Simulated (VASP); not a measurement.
These are PBE GGA, VASP's PBE PAW potentials (set 64) (plane waves; VASP 6.6.1) values and carry that method's errors.

A VASP calculation is set up with these files.

**POSCAR**
```
PbTe
4.6592680
  0.0000000000   0.7071067816   0.7071067816
  0.7071067816   0.0000000000   0.7071067816
  0.7071067816   0.7071067816   0.0000000000
Te Pb
1 1
Cart
  0.7071067816   0.7071067816   0.7071067816
  0.0000000000   0.0000000000   0.0000000000
```

### KPOINTS
```
Automatic mesh
0
Gamma
6 6 6
0 0 0
```

INCAR:
```
LCHARG = .False.
ALGO = Normal   ! blocked Davidson
GGA = PE
LMAXMIX = 4
LWAVE = .False.
EDIFF = 1E-6   ! SCF stop (eV)
ENCUT = 250   ! plane-wave cut-off (eV)
ISIF = 2
SYSTEM = PbTe
SIGMA = 0.05   ! width (eV)
PREC = Accurate
NELM = 100   ! most electronic steps
LREAL = .False.   ! projection in real space or not
ISMEAR = 0   ! Gaussian
LASPH = .True.
```

POTCAR, in this order: Te Pb_d (PBE.64 set). Program: vasp_std.

Output

### OUTCAR
```
 ion  position               nearest neighbor table
   1  0.500  0.500  0.500-   2 3.29   2 3.29   2 3.29   2 3.29   2 3.29   2 3.29
   2  0.000  0.000  0.000-   1 3.29   1 3.29   1 3.29   1 3.29   1 3.29   1 3.29
  LATTYP: Found a face centered cubic cell.
 ALAT       =     6.5892000000
 Subroutine PRICEL returns:
 Original cell was already a primitive cell.
 Subroutine GETGRP returns: Found 48 space group operations
The static configuration has the point symmetry O_h .
The dynamic configuration has the point symmetry O_h .
 Subroutine INISYM returns: Found 48 space group operations
 Subroutine IBZKPT returns following result:
 Found     16 irreducible k-points:

 Following reciprocal coordinates:
            Coordinates               Weight
  0.000000  0.000000  0.000000      1.000000
  0.166667  0.000000  0.000000      8.000000
  0.333333  0.000000  0.000000      8.000000
  0.500000  0.000000  0.000000      4.000000
  0.166667  0.166667  0.000000      6.000000
  0.333333  0.166667  0.000000     24.000000
  0.500000  0.166667  0.000000     24.000000
 -0.333333  0.166667  0.000000     24.000000
 -0.166667  0.166667  0.000000     12.000000
  0.333333  0.333333  0.000000      6.000000
  0.500000  0.333333  0.000000     24.000000
 -0.333333  0.333333  0.000000     12.000000
  0.500000  0.500000  0.000000      3.000000
  0.500000  0.333333  0.166667     24.000000
 -0.333333  0.333333  0.166667     24.000000
 -0.333333  0.500000  0.166667     12.000000
   k-points           NKPTS =     16   k-points in BZ     NKDIM =     16   number of bands    NBANDS=     14
   number of dos      NEDOS =    301   number of ions     NIONS =      2
   total plane-waves  NPLWV =  13824
   dimension x,y,z NGX =    24 NGY =   24 NGZ =   24
   dimension x,y,z NGXF=    48 NGYF=   48 NGZF=   48
   ions per type =               1   1
   PREC   = accura    normal or accurate (medium, high low for compatibility)
   ISTART =      0    job   : 0-new  1-cont  2-samecut
...
```

**OSZICAR**
```
       N       E                     dE             d eps       ncg     rms          rms(c)
DAV:   1     0.113898800320E+03    0.11390E+03   -0.63934E+03   472   0.756E+02
DAV:   2    -0.818094861449E+00   -0.11472E+03   -0.11339E+03   484   0.268E+02
DAV:   3    -0.756691545569E+01   -0.67488E+01   -0.67232E+01   586   0.689E+01
DAV:   4    -0.766931044365E+01   -0.10239E+00   -0.10238E+00   558   0.111E+01
DAV:   5    -0.767128599839E+01   -0.19756E-02   -0.19755E-02   570   0.114E+00    0.302E+00
DAV:   6    -0.752285991813E+01    0.14843E+00   -0.35634E-01   556   0.393E+00    0.183E+00
DAV:   7    -0.751840824942E+01    0.44517E-02   -0.99934E-02   548   0.159E+00    0.917E-01
DAV:   8    -0.752049895576E+01   -0.20907E-02   -0.11176E-02   460   0.113E+00    0.129E-01
DAV:   9    -0.752038625618E+01    0.11270E-03   -0.13262E-03   610   0.364E-01    0.527E-02
DAV:  10    -0.752045134593E+01   -0.65090E-04   -0.15972E-04   466   0.812E-02    0.226E-02
DAV:  11    -0.752046016589E+01   -0.88200E-05   -0.23124E-05   556   0.365E-02    0.681E-03
DAV:  12    -0.752046057125E+01   -0.40537E-06   -0.21403E-06   502   0.161E-02
   1 F= -.75204606E+01 E0= -.75204606E+01  d E =-.188440E-13
```

OUTCAR:
```
------------------------ aborting loop because EDIFF is reached ----------------------------------------
  FORCE on cell =-STRESS in cart. coord.  units (eV):
  Direction    XX          YY          ZZ          XY          YZ          ZX
  --------------------------------------------------------------------------------------
  Total       -0.1929547     -0.1929547     -0.1929547      0.0000000     -0.0000000      0.0000000
  in kB       -4.3224294     -4.3224294     -4.3224294      0.0000000     -0.0000000      0.0000000
  external PRESSURE =      -4.3224294 kB  Pullay stress =       0.0000000 kB
  volume of cell :       71.52
      direct lattice vectors                 reciprocal lattice vectors
     0.000000000  3.294600000  3.294600000    -0.151763492  0.151763492  0.151763492
     3.294600000  0.000000000  3.294600000     0.151763492 -0.151763492  0.151763492
     3.294600000  3.294600000  0.000000000     0.151763492  0.151763492 -0.151763492
  FREE ENERGIE OF THE ION-ELECTRON SYSTEM (eV)
  ---------------------------------------------------
  free  energy   TOTEN  =        -7.5204605713 eV

  energy  without entropy=       -7.5204605713  energy(sigma->0) =       -7.52046057
```
(Selected blocks of OUTCAR.)

At this cut-off the stress carries a Pulay error, which pulls relaxed volumes low.

The compound is PbTe in the rock salt structure. The cell was not relaxed at this level. The run is one of a series of settings (ENCUT = 250 against the base run), some of them coarse on purpose.
